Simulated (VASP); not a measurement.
These are PBE GGA, VASP's PBE PAW potentials (set 64) (plane waves; VASP 6.6.1) values and carry that method's errors.

VASP ran on this input.

POSCAR:
```
TaSn
3.941110
  0.7629429272   0.0000000000   0.0000000000
  0.0000000000   0.7629429272   0.0000000000
  0.0000000000   0.0000000000   1.0000000000
Sn Ta
1 1
Cartesian
  0.3819132076   0.3839311916   0.4941970000
 -0.0004417440  -0.0024597280   0.0058030000
```

INCAR:
```
SYSTEM = TaSn
PREC = Accurate
ENCUT = 300
EDIFF = 1E-6
NELM = 100
ALGO = Normal
LREAL = .FALSE.
LASPH = .TRUE.
ISMEAR = -1
SIGMA = 0.1
GGA = PE
LMAXMIX = 6
LWAVE = .FALSE.
LCHARG = .FALSE.
ISIF = 2
```

File KPOINTS:
```
kpoints
0
Gamma
1 1 1
0 0 0
```

POTCAR, in this order: Sn_d Ta_pv (PBE.64 set). Program: vasp_std.

The run wrote:

OSZICAR:
```
       N       E                     dE             d eps       ncg     rms          rms(c)
DAV:   1     0.152583325626E+03    0.15258E+03   -0.10945E+04    32   0.157E+03
DAV:   2    -0.625204605597E+01   -0.15884E+03   -0.15847E+03    32   0.365E+02
DAV:   3    -0.139975821191E+02   -0.77455E+01   -0.76846E+01    48   0.868E+01
DAV:   4    -0.141071926321E+02   -0.10961E+00   -0.10587E+00    32   0.995E+00
DAV:   5    -0.141114290692E+02   -0.42364E-02   -0.42313E-02    48   0.152E+00    0.179E+01
DAV:   6    -0.127208048931E+02    0.13906E+01   -0.16788E+00    48   0.142E+01    0.111E+01
DAV:   7    -0.123484218748E+02    0.37238E+00   -0.38969E+00    40   0.132E+01    0.280E+00
DAV:   8    -0.124950403815E+02   -0.14662E+00   -0.19883E-01    48   0.254E+00    0.367E+00
DAV:   9    -0.122262229413E+02    0.26882E+00   -0.24627E+00    40   0.624E+00    0.117E+00
DAV:  10    -0.122248731625E+02    0.13498E-02   -0.36195E-02    48   0.171E+00    0.934E-01
DAV:  11    -0.122147168362E+02    0.10156E-01   -0.48159E-02    32   0.965E-01    0.454E-01
DAV:  12    -0.122139754988E+02    0.74134E-03   -0.50662E-03    32   0.420E-01    0.268E-01
DAV:  13    -0.122117645680E+02    0.22109E-02   -0.37110E-03    40   0.422E-01    0.147E-01
DAV:  14    -0.122113314075E+02    0.43316E-03   -0.44276E-04    40   0.139E-01    0.100E-01
DAV:  15    -0.122110773980E+02    0.25401E-03   -0.26555E-04    40   0.121E-01    0.553E-02
DAV:  16    -0.122110073411E+02    0.70057E-04   -0.17470E-04    48   0.949E-02    0.182E-02
DAV:  17    -0.122110007890E+02    0.65521E-05   -0.11964E-05    32   0.238E-02    0.913E-03
DAV:  18    -0.122109999566E+02    0.83240E-06   -0.78914E-06    32   0.178E-02
   1 F= -.12211000E+02 E0= -.12087523E+02  d E =-.246954E+00
```

File OUTCAR:
```
------------------------ aborting loop because EDIFF is reached ----------------------------------------
  FORCE on cell =-STRESS in cart. coord.  units (eV):
  Direction    XX          YY          ZZ          XY          YZ          ZX
  --------------------------------------------------------------------------------------
  Total       -6.2435338     -6.2514190     30.6462525      0.0014595     -0.1261771     -0.0228138
  in kB     -280.7380468   -281.0926059   1377.9967275      0.0656278     -5.6735050     -1.0258131
  external PRESSURE =     272.0553583 kB  Pullay stress =       0.0000000 kB
  volume of cell :       35.63
      direct lattice vectors                 reciprocal lattice vectors
     3.006842000  0.000000000  0.000000000     0.332574841  0.000000000  0.000000000
     0.000000000  3.006842000  0.000000000     0.000000000  0.332574841  0.000000000
     0.000000000  0.000000000  3.941110000     0.000000000  0.000000000  0.253735623
 POSITION                                       TOTAL-FORCE (eV/Angst)
 -----------------------------------------------------------------------------------
      1.50516      1.51312      1.94768         0.022941      0.127462     -0.971147
      3.00510      2.99715      0.02287        -0.022941     -0.127462      0.971147
 -----------------------------------------------------------------------------------
    total drift:                               -0.000019     -0.000253      0.002917
  FREE ENERGIE OF THE ION-ELECTRON SYSTEM (eV)
  ---------------------------------------------------
  free  energy   TOTEN  =       -12.2109999566 eV

  energy  without entropy=      -11.9640460916  energy(sigma->0) =      -12.08752302
```
(Selected blocks of OUTCAR.)

At this cut-off the stress carries a Pulay error, which pulls relaxed volumes low.

The structure was generated: TaSn was put into an ordered model structure, which need not be its known phase. The cell was not relaxed at this level, atoms are displaced from their ideal sites. The k-mesh is coarse (spacing up to 2.09 per Å, 2π included), so the numbers may not be converged in it. The run is one of a series of settings (KPOINTS 1×1×1 Γ-centred mesh against the base run), some of them coarse on purpose. The electron count is odd and the run is not spin-polarised, which forces a metal. VASP warned that the highest band is occupied, so more bands are needed.
